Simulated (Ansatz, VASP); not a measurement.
**HPbNO4: VASP beside Ansatz**

```xyz
7
Lattice="4.2041 0.0000 0.0000 2.0217 3.8395 0.0000 2.0469 1.2790 6.2813" Properties=species:S:1:pos:R:3 pbc="T T T"
H     6.4119    3.4218    3.9444
Pb    4.2925    4.6959    5.5497
N     2.2802    1.4940    1.8951
O     6.4140    3.5006    4.9249
O     2.3104    1.0037    0.7095
O     2.3185    0.7238    2.8804
O     2.2113    2.7408    2.0273
```

The cell was built by a generator and needn't be a form met in nature.

Alike in both runs: functional PBE; k mesh 7 × 7 × 5; occupations fermi-dirac, width 0.05 eV; no spin polarisation.

|  | VASP | Ansatz |
| --- | --- | --- |
| version | VASP 6.6.1 | Ansatz 0.2.0 |
| potentials or method | VASP PAW PBE potentials, release 64 (H, Pb_d, N, O) | Ansatz PAW |
| plane-wave cutoff (eV) | 520 | 420 |
| valence electrons in the cell | 44 | 44 |
| task | electrostatic potential | band structure |

```tsv
	VASP	Ansatz	Ansatz less VASP
gap on the k mesh at the Fermi level (eV)	2.79	2.82	+0.026
least direct gap on the mesh (eV)	2.81	2.84	+0.027
pressure (GPa)	0.6	0.0	-0.58
largest component of the traceless stress (GPa)	0.81	0.03	-0.777
rms of the force components (eV/Å)	0.152	0.001	-0.1511
```

Atom by atom the forces differ by 0.152 eV/Å (rms over components). One of these differences is far larger than is usual between the two programs; its cause wasn't traced.

Caveats: spin-orbit coupling is left out, which as a rule narrows the gap of such compounds by several tenths of an eV; the standard files for N, O and F lose accuracy on very short bonds (VASP); an odd mesh through Γ misses points on the zone boundary, where band edges often lie (VASP); the pressure holds a Pulay correction of +0.6 GPa for the finite cutoff (Ansatz). PBE gaps usually lie below the measured ones, often by a third to a half.
